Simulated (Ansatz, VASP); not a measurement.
# Cross-check of Ge (Germanium) between VASP and Ansatz

Wanted: the spread between two codes on one cell, functional and k mesh. The cell is taken from a series of runs on this material, whose earlier steps may have relaxed, scaled, displaced or heated it; both programs get it as it stands.

Program: Ansatz 0.2.0. Level of theory: plane waves, with VASP 6.6.1 beside it; zone-centre phonons at PBEsol. Results are calculated unless marked as measured.

### 1. The structure

Symmetry: R-3m, No. 166, trigonal system. Conventional cell: a = 4.174 Å, b = 4.174 Å, c = 9.682 Å, α = 90.00°, β = 90.00°, γ = 120.00°. Ge has 4 Ge at 2.47 to 2.53 Å nearest.

Structure file:

```xyz
2
Lattice="-0.1043 2.8470 2.8470 2.8470 -0.1043 2.8470 2.8470 2.8470 -0.1043" Properties=species:S:1:pos:R:3 pbc="T T T"
Ge    2.7808    2.7808    2.7808
Ge    4.2065    4.2065    4.2065
```

### 2. VASP: zone-centre phonons, PBEsol

Second derivatives magnify differences that forces hide, and they need a tight electronic threshold.

Lines of VASP's logs that name or quote its potential files are left out, and so is its time.

INCAR

```
SYSTEM = Ge
PREC = Accurate
ENCUT = 500
EDIFF = 1E-08
NELM = 120
ISMEAR = 0
SIGMA = 0.015
LREAL = .FALSE.
ALGO = Normal
GGA = PS
NBANDS = 20
LORBIT = 11
LWAVE = .FALSE.
LCHARG = .FALSE.
ISIF = 2
ISYM = 2
IBRION = 8
LASPH = .TRUE.
GGA_COMPAT = .FALSE.
EFERMI = MIDGAP
KPAR = 2
```

POSCAR

```
Ge
1.0
   -0.1042613126      2.8470218133      2.8470218133
    2.8470218133     -0.1042613126      2.8470218133
    2.8470218133      2.8470218133     -0.1042613126
Ge
2
Direct
    0.4974740725      0.4974740725      0.4974740725
    0.7525259275      0.7525259275      0.7525259275
```

KPOINTS

```
Points of the shifted mesh
1728
Reciprocal
 0.0416666667  0.0416666667  0.0416666667 1
 0.0416666667  0.0416666667  0.1250000000 1
 0.0416666667  0.0416666667  0.2083333333 1
 0.0416666667  0.0416666667  0.2916666667 1
 0.0416666667  0.0416666667  0.3750000000 1
 0.0416666667  0.0416666667  0.4583333333 1
 0.0416666667  0.0416666667  0.5416666667 1
 0.0416666667  0.0416666667  0.6250000000 1
 0.0416666667  0.0416666667  0.7083333333 1
 0.0416666667  0.0416666667  0.7916666667 1
 0.0416666667  0.0416666667  0.8750000000 1
 0.0416666667  0.0416666667  0.9583333333 1
 0.0416666667  0.1250000000  0.0416666667 1
 0.0416666667  0.1250000000  0.1250000000 1
 0.0416666667  0.1250000000  0.2083333333 1
 0.0416666667  0.1250000000  0.2916666667 1
 0.0416666667  0.1250000000  0.3750000000 1
 0.0416666667  0.1250000000  0.4583333333 1
 0.0416666667  0.1250000000  0.5416666667 1
 0.0416666667  0.1250000000  0.6250000000 1
 0.0416666667  0.1250000000  0.7083333333 1
 0.0416666667  0.1250000000  0.7916666667 1
 0.0416666667  0.1250000000  0.8750000000 1
 0.0416666667  0.1250000000  0.9583333333 1
 0.0416666667  0.2083333333  0.0416666667 1
 0.0416666667  0.2083333333  0.1250000000 1
 0.0416666667  0.2083333333  0.2083333333 1
 0.0416666667  0.2083333333  0.2916666667 1
 0.0416666667  0.2083333333  0.3750000000 1
 0.0416666667  0.2083333333  0.4583333333 1
 0.0416666667  0.2083333333  0.5416666667 1
 0.0416666667  0.2083333333  0.6250000000 1
 0.0416666667  0.2083333333  0.7083333333 1
 0.0416666667  0.2083333333  0.7916666667 1
 0.0416666667  0.2083333333  0.8750000000 1
 0.0416666667  0.2083333333  0.9583333333 1
 0.0416666667  0.2916666667  0.0416666667 1
 0.0416666667  0.2916666667  0.1250000000 1
 0.0416666667  0.2916666667  0.2083333333 1
 0.0416666667  0.2916666667  0.2916666667 1
 0.0416666667  0.2916666667  0.3750000000 1
 0.0416666667  0.2916666667  0.4583333333 1
 0.0416666667  0.2916666667  0.5416666667 1
 0.0416666667  0.2916666667  0.6250000000 1
 0.0416666667  0.2916666667  0.7083333333 1
 0.0416666667  0.2916666667  0.7916666667 1
 0.0416666667  0.2916666667  0.8750000000 1
 0.0416666667  0.2916666667  0.9583333333 1
 0.0416666667  0.3750000000  0.0416666667 1
 0.0416666667  0.3750000000  0.1250000000 1
 0.0416666667  0.3750000000  0.2083333333 1
 0.0416666667  0.3750000000  0.2916666667 1
 0.0416666667  0.3750000000  0.3750000000 1
 0.0416666667  0.3750000000  0.4583333333 1
 0.0416666667  0.3750000000  0.5416666667 1
 0.0416666667  0.3750000000  0.6250000000 1
 0.0416666667  0.3750000000  0.7083333333 1
 0.0416666667  0.3750000000  0.7916666667 1
 0.0416666667  0.3750000000  0.8750000000 1
 0.0416666667  0.3750000000  0.9583333333 1
 0.0416666667  0.4583333333  0.0416666667 1
 0.0416666667  0.4583333333  0.1250000000 1
 0.0416666667  0.4583333333  0.2083333333 1
 0.0416666667  0.4583333333  0.2916666667 1
 0.0416666667  0.4583333333  0.3750000000 1
 0.0416666667  0.4583333333  0.4583333333 1
 0.0416666667  0.4583333333  0.5416666667 1
 0.0416666667  0.4583333333  0.6250000000 1
 0.0416666667  0.4583333333  0.7083333333 1
 0.0416666667  0.4583333333  0.7916666667 1
 0.0416666667  0.4583333333  0.8750000000 1
 0.0416666667  0.4583333333  0.9583333333 1
 0.0416666667  0.5416666667  0.0416666667 1
 0.0416666667  0.5416666667  0.1250000000 1
 0.0416666667  0.5416666667  0.2083333333 1
 0.0416666667  0.5416666667  0.2916666667 1
 0.0416666667  0.5416666667  0.3750000000 1
 0.0416666667  0.5416666667  0.4583333333 1
 0.0416666667  0.5416666667  0.5416666667 1
 0.0416666667  0.5416666667  0.6250000000 1
 0.0416666667  0.5416666667  0.7083333333 1
 0.0416666667  0.5416666667  0.7916666667 1
 0.0416666667  0.5416666667  0.8750000000 1
 0.0416666667  0.5416666667  0.9583333333 1
 0.0416666667  0.6250000000  0.0416666667 1
 0.0416666667  0.6250000000  0.1250000000 1
 0.0416666667  0.6250000000  0.2083333333 1
 0.0416666667  0.6250000000  0.2916666667 1
 0.0416666667  0.6250000000  0.3750000000 1
 0.0416666667  0.6250000000  0.4583333333 1
 0.0416666667  0.6250000000  0.5416666667 1
 0.0416666667  0.6250000000  0.6250000000 1
 0.0416666667  0.6250000000  0.7083333333 1
 0.0416666667  0.6250000000  0.7916666667 1
 0.0416666667  0.6250000000  0.8750000000 1
 0.0416666667  0.6250000000  0.9583333333 1
 0.0416666667  0.7083333333  0.0416666667 1
 0.0416666667  0.7083333333  0.1250000000 1
 0.0416666667  0.7083333333  0.2083333333 1
 0.0416666667  0.7083333333  0.2916666667 1
 0.0416666667  0.7083333333  0.3750000000 1
 0.0416666667  0.7083333333  0.4583333333 1
 0.0416666667  0.7083333333  0.5416666667 1
 0.0416666667  0.7083333333  0.6250000000 1
 0.0416666667  0.7083333333  0.7083333333 1
 0.0416666667  0.7083333333  0.7916666667 1
 0.0416666667  0.7083333333  0.8750000000 1
 0.0416666667  0.7083333333  0.9583333333 1
 0.0416666667  0.7916666667  0.0416666667 1
 0.0416666667  0.7916666667  0.1250000000 1
 0.0416666667  0.7916666667  0.2083333333 1
 0.0416666667  0.7916666667  0.2916666667 1
[... 1390 lines left out ...]
 0.8750000000  0.4583333333  0.1250000000 1
 0.8750000000  0.4583333333  0.2083333333 1
 0.8750000000  0.4583333333  0.2916666667 1
 0.8750000000  0.4583333333  0.3750000000 1
 0.8750000000  0.4583333333  0.4583333333 1
 0.8750000000  0.4583333333  0.5416666667 1
 0.8750000000  0.4583333333  0.6250000000 1
 0.8750000000  0.4583333333  0.7083333333 1
 0.8750000000  0.4583333333  0.7916666667 1
 0.8750000000  0.4583333333  0.8750000000 1
 0.8750000000  0.4583333333  0.9583333333 1
 0.8750000000  0.5416666667  0.0416666667 1
 0.8750000000  0.5416666667  0.1250000000 1
 0.8750000000  0.5416666667  0.2083333333 1
 0.8750000000  0.5416666667  0.2916666667 1
 0.8750000000  0.5416666667  0.3750000000 1
 0.8750000000  0.5416666667  0.4583333333 1
 0.8750000000  0.5416666667  0.5416666667 1
 0.8750000000  0.5416666667  0.6250000000 1
 0.8750000000  0.5416666667  0.7083333333 1
 0.8750000000  0.5416666667  0.7916666667 1
 0.8750000000  0.5416666667  0.8750000000 1
 0.8750000000  0.5416666667  0.9583333333 1
 0.8750000000  0.6250000000  0.0416666667 1
 0.8750000000  0.6250000000  0.1250000000 1
 0.8750000000  0.6250000000  0.2083333333 1
 0.8750000000  0.6250000000  0.2916666667 1
 0.8750000000  0.6250000000  0.3750000000 1
 0.8750000000  0.6250000000  0.4583333333 1
 0.8750000000  0.6250000000  0.5416666667 1
 0.8750000000  0.6250000000  0.6250000000 1
 0.8750000000  0.6250000000  0.7083333333 1
 0.8750000000  0.6250000000  0.7916666667 1
 0.8750000000  0.6250000000  0.8750000000 1
 0.8750000000  0.6250000000  0.9583333333 1
 0.8750000000  0.7083333333  0.0416666667 1
 0.8750000000  0.7083333333  0.1250000000 1
 0.8750000000  0.7083333333  0.2083333333 1
 0.8750000000  0.7083333333  0.2916666667 1
 0.8750000000  0.7083333333  0.3750000000 1
 0.8750000000  0.7083333333  0.4583333333 1
 0.8750000000  0.7083333333  0.5416666667 1
 0.8750000000  0.7083333333  0.6250000000 1
 0.8750000000  0.7083333333  0.7083333333 1
 0.8750000000  0.7083333333  0.7916666667 1
 0.8750000000  0.7083333333  0.8750000000 1
 0.8750000000  0.7083333333  0.9583333333 1
 0.8750000000  0.7916666667  0.0416666667 1
 0.8750000000  0.7916666667  0.1250000000 1
 0.8750000000  0.7916666667  0.2083333333 1
 0.8750000000  0.7916666667  0.2916666667 1
 0.8750000000  0.7916666667  0.3750000000 1
 0.8750000000  0.7916666667  0.4583333333 1
 0.8750000000  0.7916666667  0.5416666667 1
 0.8750000000  0.7916666667  0.6250000000 1
 0.8750000000  0.7916666667  0.7083333333 1
 0.8750000000  0.7916666667  0.7916666667 1
 0.8750000000  0.7916666667  0.8750000000 1
 0.8750000000  0.7916666667  0.9583333333 1
 0.8750000000  0.8750000000  0.0416666667 1
 0.8750000000  0.8750000000  0.1250000000 1
 0.8750000000  0.8750000000  0.2083333333 1
 0.8750000000  0.8750000000  0.2916666667 1
 0.8750000000  0.8750000000  0.3750000000 1
 0.8750000000  0.8750000000  0.4583333333 1
 0.8750000000  0.8750000000  0.5416666667 1
 0.8750000000  0.8750000000  0.6250000000 1
 0.8750000000  0.8750000000  0.7083333333 1
 0.8750000000  0.8750000000  0.7916666667 1
 0.8750000000  0.8750000000  0.8750000000 1
 0.8750000000  0.8750000000  0.9583333333 1
 0.8750000000  0.9583333333  0.0416666667 1
 0.8750000000  0.9583333333  0.1250000000 1
 0.8750000000  0.9583333333  0.2083333333 1
 0.8750000000  0.9583333333  0.2916666667 1
 0.8750000000  0.9583333333  0.3750000000 1
 0.8750000000  0.9583333333  0.4583333333 1
 0.8750000000  0.9583333333  0.5416666667 1
 0.8750000000  0.9583333333  0.6250000000 1
 0.8750000000  0.9583333333  0.7083333333 1
 0.8750000000  0.9583333333  0.7916666667 1
 0.8750000000  0.9583333333  0.8750000000 1
 0.8750000000  0.9583333333  0.9583333333 1
 0.9583333333  0.0416666667  0.0416666667 1
 0.9583333333  0.0416666667  0.1250000000 1
 0.9583333333  0.0416666667  0.2083333333 1
 0.9583333333  0.0416666667  0.2916666667 1
 0.9583333333  0.0416666667  0.3750000000 1
 0.9583333333  0.0416666667  0.4583333333 1
 0.9583333333  0.0416666667  0.5416666667 1
 0.9583333333  0.0416666667  0.6250000000 1
 0.9583333333  0.0416666667  0.7083333333 1
 0.9583333333  0.0416666667  0.7916666667 1
 0.9583333333  0.0416666667  0.8750000000 1
 0.9583333333  0.0416666667  0.9583333333 1
 0.9583333333  0.1250000000  0.0416666667 1
 0.9583333333  0.1250000000  0.1250000000 1
 0.9583333333  0.1250000000  0.2083333333 1
 0.9583333333  0.1250000000  0.2916666667 1
 0.9583333333  0.1250000000  0.3750000000 1
 0.9583333333  0.1250000000  0.4583333333 1
 0.9583333333  0.1250000000  0.5416666667 1
 0.9583333333  0.1250000000  0.6250000000 1
 0.9583333333  0.1250000000  0.7083333333 1
 0.9583333333  0.1250000000  0.7916666667 1
 0.9583333333  0.1250000000  0.8750000000 1
 0.9583333333  0.1250000000  0.9583333333 1
 0.9583333333  0.2083333333  0.0416666667 1
 0.9583333333  0.2083333333  0.1250000000 1
 0.9583333333  0.2083333333  0.2083333333 1
 0.9583333333  0.2083333333  0.2916666667 1
 0.9583333333  0.2083333333  0.3750000000 1
 0.9583333333  0.2083333333  0.4583333333 1
 0.9583333333  0.2083333333  0.5416666667 1
 0.9583333333  0.2083333333  0.6250000000 1
 0.9583333333  0.2083333333  0.7083333333 1
 0.9583333333  0.2083333333  0.7916666667 1
 0.9583333333  0.2083333333  0.8750000000 1
 0.9583333333  0.2083333333  0.9583333333 1
 0.9583333333  0.2916666667  0.0416666667 1
 0.9583333333  0.2916666667  0.1250000000 1
 0.9583333333  0.2916666667  0.2083333333 1
 0.9583333333  0.2916666667  0.2916666667 1
 0.9583333333  0.2916666667  0.3750000000 1
 0.9583333333  0.2916666667  0.4583333333 1
 0.9583333333  0.2916666667  0.5416666667 1
 0.9583333333  0.2916666667  0.6250000000 1
 0.9583333333  0.2916666667  0.7083333333 1
 0.9583333333  0.2916666667  0.7916666667 1
 0.9583333333  0.2916666667  0.8750000000 1
 0.9583333333  0.2916666667  0.9583333333 1
 0.9583333333  0.3750000000  0.0416666667 1
 0.9583333333  0.3750000000  0.1250000000 1
 0.9583333333  0.3750000000  0.2083333333 1
 0.9583333333  0.3750000000  0.2916666667 1
 0.9583333333  0.3750000000  0.3750000000 1
 0.9583333333  0.3750000000  0.4583333333 1
 0.9583333333  0.3750000000  0.5416666667 1
 0.9583333333  0.3750000000  0.6250000000 1
 0.9583333333  0.3750000000  0.7083333333 1
 0.9583333333  0.3750000000  0.7916666667 1
 0.9583333333  0.3750000000  0.8750000000 1
 0.9583333333  0.3750000000  0.9583333333 1
 0.9583333333  0.4583333333  0.0416666667 1
 0.9583333333  0.4583333333  0.1250000000 1
 0.9583333333  0.4583333333  0.2083333333 1
 0.9583333333  0.4583333333  0.2916666667 1
 0.9583333333  0.4583333333  0.3750000000 1
 0.9583333333  0.4583333333  0.4583333333 1
 0.9583333333  0.4583333333  0.5416666667 1
 0.9583333333  0.4583333333  0.6250000000 1
 0.9583333333  0.4583333333  0.7083333333 1
 0.9583333333  0.4583333333  0.7916666667 1
 0.9583333333  0.4583333333  0.8750000000 1
 0.9583333333  0.4583333333  0.9583333333 1
 0.9583333333  0.5416666667  0.0416666667 1
 0.9583333333  0.5416666667  0.1250000000 1
 0.9583333333  0.5416666667  0.2083333333 1
 0.9583333333  0.5416666667  0.2916666667 1
 0.9583333333  0.5416666667  0.3750000000 1
 0.9583333333  0.5416666667  0.4583333333 1
 0.9583333333  0.5416666667  0.5416666667 1
 0.9583333333  0.5416666667  0.6250000000 1
 0.9583333333  0.5416666667  0.7083333333 1
 0.9583333333  0.5416666667  0.7916666667 1
 0.9583333333  0.5416666667  0.8750000000 1
 0.9583333333  0.5416666667  0.9583333333 1
 0.9583333333  0.6250000000  0.0416666667 1
 0.9583333333  0.6250000000  0.1250000000 1
 0.9583333333  0.6250000000  0.2083333333 1
 0.9583333333  0.6250000000  0.2916666667 1
 0.9583333333  0.6250000000  0.3750000000 1
 0.9583333333  0.6250000000  0.4583333333 1
 0.9583333333  0.6250000000  0.5416666667 1
 0.9583333333  0.6250000000  0.6250000000 1
 0.9583333333  0.6250000000  0.7083333333 1
 0.9583333333  0.6250000000  0.7916666667 1
 0.9583333333  0.6250000000  0.8750000000 1
 0.9583333333  0.6250000000  0.9583333333 1
 0.9583333333  0.7083333333  0.0416666667 1
 0.9583333333  0.7083333333  0.1250000000 1
 0.9583333333  0.7083333333  0.2083333333 1
 0.9583333333  0.7083333333  0.2916666667 1
 0.9583333333  0.7083333333  0.3750000000 1
 0.9583333333  0.7083333333  0.4583333333 1
 0.9583333333  0.7083333333  0.5416666667 1
 0.9583333333  0.7083333333  0.6250000000 1
 0.9583333333  0.7083333333  0.7083333333 1
 0.9583333333  0.7083333333  0.7916666667 1
 0.9583333333  0.7083333333  0.8750000000 1
 0.9583333333  0.7083333333  0.9583333333 1
 0.9583333333  0.7916666667  0.0416666667 1
 0.9583333333  0.7916666667  0.1250000000 1
 0.9583333333  0.7916666667  0.2083333333 1
 0.9583333333  0.7916666667  0.2916666667 1
 0.9583333333  0.7916666667  0.3750000000 1
 0.9583333333  0.7916666667  0.4583333333 1
 0.9583333333  0.7916666667  0.5416666667 1
 0.9583333333  0.7916666667  0.6250000000 1
 0.9583333333  0.7916666667  0.7083333333 1
 0.9583333333  0.7916666667  0.7916666667 1
 0.9583333333  0.7916666667  0.8750000000 1
 0.9583333333  0.7916666667  0.9583333333 1
 0.9583333333  0.8750000000  0.0416666667 1
 0.9583333333  0.8750000000  0.1250000000 1
 0.9583333333  0.8750000000  0.2083333333 1
 0.9583333333  0.8750000000  0.2916666667 1
 0.9583333333  0.8750000000  0.3750000000 1
 0.9583333333  0.8750000000  0.4583333333 1
 0.9583333333  0.8750000000  0.5416666667 1
 0.9583333333  0.8750000000  0.6250000000 1
 0.9583333333  0.8750000000  0.7083333333 1
 0.9583333333  0.8750000000  0.7916666667 1
 0.9583333333  0.8750000000  0.8750000000 1
 0.9583333333  0.8750000000  0.9583333333 1
 0.9583333333  0.9583333333  0.0416666667 1
 0.9583333333  0.9583333333  0.1250000000 1
 0.9583333333  0.9583333333  0.2083333333 1
 0.9583333333  0.9583333333  0.2916666667 1
 0.9583333333  0.9583333333  0.3750000000 1
 0.9583333333  0.9583333333  0.4583333333 1
 0.9583333333  0.9583333333  0.5416666667 1
 0.9583333333  0.9583333333  0.6250000000 1
 0.9583333333  0.9583333333  0.7083333333 1
 0.9583333333  0.9583333333  0.7916666667 1
 0.9583333333  0.9583333333  0.8750000000 1
 0.9583333333  0.9583333333  0.9583333333 1
```

PAW data sets: Ge_d (PBE family, release 64).

On the command line:

```bash
mpirun -np 2 vasp_std
```

Numbers of over 12 decimals in the logs are rounded to 6 here.

The program printed:

```text
[banner, memory and clock lines left out]
running    2 mpi-ranks, on    1 nodes
 distrk:  each k-point on    1 cores,    2 groups
 distr:  one band on    1 cores,    1 groups

 POSCAR found type information on POSCAR Ge
 POSCAR found :  1 types and       2 ions
|                                                                             |
|               ----> ADVICE to this user running VASP <----                  |
|                                                                             |
|     You enforced a specific xc type in the INCAR file but a different       |
|     [... a line on the potential file left out ...]
|     I HOPE YOU KNOW WHAT YOU ARE DOING!                                     |
|                                                                             |

 LDA part: xc-table for (Slater+PW92), standard interpolation
 POSCAR, INCAR and KPOINTS ok, starting setup
 FFT: planning ... GRIDC
 FFT: planning ... GRID_SOFT
 FFT: planning ... GRID
 WAVECAR not read
 entering main loop
       N       E                     dE             d eps       ncg     rms          rms(c)
DAV:   1     0.183720775558E+03    0.18372E+03   -0.14707E+04 73872   0.364E+03
DAV:   2     0.163163188972E+02   -0.16740E+03   -0.16307E+03 69280   0.584E+02
DAV:   3    -0.907644477594E+01   -0.25393E+02   -0.25217E+02 78136   0.146E+02
DAV:   4    -0.991852192273E+01   -0.84208E+00   -0.84134E+00 78088   0.311E+01
DAV:   5    -0.993296323728E+01   -0.14441E-01   -0.14441E-01 77376   0.449E+00    0.294E+00
DAV:   6    -0.984792121537E+01    0.85042E-01   -0.34341E-02 92096   0.244E+00    0.168E+00
DAV:   7    -0.980763524655E+01    0.40286E-01   -0.55863E-02 72700   0.249E+00    0.153E-01
DAV:   8    -0.980849270303E+01   -0.85746E-03   -0.72235E-03 78716   0.120E+00    0.543E-02
DAV:   9    -0.980861092089E+01   -0.11822E-03   -0.28878E-04 79424   0.225E-01    0.141E-02
DAV:  10    -0.980862765306E+01   -0.16732E-04   -0.26990E-05 91740   0.460E-02    0.581E-03
DAV:  11    -0.980862908818E+01   -0.14351E-05   -0.57616E-06 80748   0.287E-02    0.165E-03
DAV:  12    -0.980862912633E+01   -0.38154E-07   -0.83439E-07 81672   0.136E-02    0.831E-04
DAV:  13    -0.980862917483E+01   -0.48504E-07   -0.10985E-07 89216   0.477E-03    0.325E-04
DAV:  14    -0.980862916785E+01    0.69804E-08   -0.14176E-08 49744   0.232E-03
   1 F= -.98086292E+01 E0= -.98086292E+01  d E =-.621854E-11
 Linear response reoptimize wavefunctions to high precision
DAV:   1    -0.980862915950E+01    0.83492E-08   -0.32974E-09 61976   0.537E-04
DAV:   2    -0.980862915953E+01   -0.23647E-10   -0.19770E-10 39024   0.181E-04
 Linear response DOF=           1
 Linear response progress:
  Degree of freedom:   1/  1
       N       E                     dE             d eps       ncg     rms          rms(c)
RMM:   1    -0.187121453240E+00   -0.18712E+00    0.79952E+00 85316   0.440E+01
RMM:   2    -0.194186798030E+00   -0.70653E-02   -0.12328E-02112331   0.101E+00    0.673E-02
RMM:   3    -0.194155727706E+00    0.31070E-04   -0.86905E-04117267   0.303E-01    0.387E-02
RMM:   4    -0.194012704269E+00    0.14302E-03   -0.60567E-05125386   0.804E-02    0.479E-03
RMM:   5    -0.194011063566E+00    0.16407E-05   -0.34407E-06120857   0.185E-02    0.216E-03
RMM:   6    -0.194017612552E+00   -0.65490E-05   -0.18607E-07123036   0.525E-03    0.355E-04
RMM:   7    -0.194017148539E+00    0.46401E-06   -0.39934E-08127034   0.167E-03    0.203E-04
RMM:   8    -0.194016540286E+00    0.60825E-06    0.35133E-09129086   0.597E-04    0.457E-05
RMM:   9    -0.194016424920E+00    0.11537E-06    0.66965E-09116801   0.267E-04    0.188E-05
RMM:  10    -0.194016595001E+00   -0.17008E-06   -0.17402E-08129530   0.122E-04    0.684E-06
RMM:  11    -0.194016615221E+00   -0.20220E-07   -0.12824E-08131596   0.599E-05    0.395E-06
RMM:  12    -0.194016656585E+00   -0.41364E-07   -0.18367E-08139042   0.346E-05    0.156E-06
RMM:  13    -0.194016661223E+00   -0.46379E-08   -0.15376E-08173491   0.235E-05    0.729E-07
 first order change of Fermi-energy  -0.78191E+00
 force on displaced ion       1 direction 1 :  -9.554  -0.392  -0.392
 Linear response finished
```

(Part 1 of 2 ends here.)

[Lines on the potential files, build, host, timing and source positions are cut from VASP's logs without a mark.]

[Logs are printed without paths, hosts, clocks, repeated set-up lines and the standing remarks that a program may print on its own settings, such as how far it seeks lower states.]

[Hosts, paths, dates, database ids (printed as entryN), source tags and the programs' standing remarks are cut or masked in the printed files.]
